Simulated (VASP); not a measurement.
Write the native input for VASP 6.6.1 that does the following.

- Task: optical spectrum
- Functional: rev-vdW-DF2
- Potentials or basis: VASP PAW PBE potentials, release 64 (Nb_sv, S, B)
- Cutoff: 520 eV
- k mesh: 9 × 9 × 3
- Occupations: gaussian, width 0.05 eV
- Spin: no spin polarisation
- Further INCAR settings: ALGO = Fast; EDIFF = 1e-06; NBANDS = 67

The structure of Nb2BS lies in POSCAR:

```
Nb2BS
3.373
    1.000002643522      0.000000000000      0.000000000000
   -0.500001321761      0.866027693151      0.000000000000
    0.000000000000      0.000000000000      3.468068781500
Nb S B
4 2 2
Direct
    0.3333333333      0.6666666667      0.3997840000
    0.6666666667      0.3333333333      0.8997840000
    0.6666666667      0.3333333333      0.6002160000
    0.3333333333      0.6666666667      0.1002160000
    0.6666666667      0.3333333333      0.2500000000
    0.3333333333      0.6666666667      0.7500000000
    0.0000000000      0.0000000000      0.5000000000
    0.0000000000      0.0000000000      0.0000000000
```

The cell comes from a database or a generator and needn't be the stable form of this composition.

The input as run:

INCAR

```
PREC = Accurate
ENCUT = 520
EDIFF = 1E-6
ISMEAR = 0
SIGMA = 0.05
LREAL = False
LASPH = True
NELM = 100
ALGO = Fast
ISIF = 2
LWAVE = False
LCHARG = False
GGA = MK
LUSE_VDW = True
AGGAC = 0.0
PARAM1 = 0.1234
PARAM2 = 0.711357
ZAB_VDW = -1.8867
LOPTICS = True
NBANDS = 67
NEDOS = 2000
CSHIFT = 0.05
```

KPOINTS

```
regular mesh
0
Gamma
  9 9 3
```

Potentials or basis: VASP PAW PBE potentials, release 64 (Nb_sv, S, B).

Command:

```sh
$ cat potpaw_PBE.64/Nb_sv/POTCAR potpaw_PBE.64/S/POTCAR potpaw_PBE.64/B/POTCAR > POTCAR
$ mpirun -np 1 vasp_std > vasp.out
```

Results of the run:

```json
{
 "Pressure": "-4.2 GPa",
 "Largest force": "0.170 eV/Å",
 "Band gap on the k mesh": "none (metal or under the smearing width)"
}
```

Caveat: spectra need much finer meshes, so this one isn't converged; independent-particle spectra lack excitons; the intraband (Drude) part of a metal's response may be missing; the PAW data sets were made with another functional, which shifts forces and pressure a little.

Run time: 7.5 min on 1 thread of Intel(R) Xeon(R) 6975P-C (Granite Rapids) (shared host), peak memory 0.7 GiB.
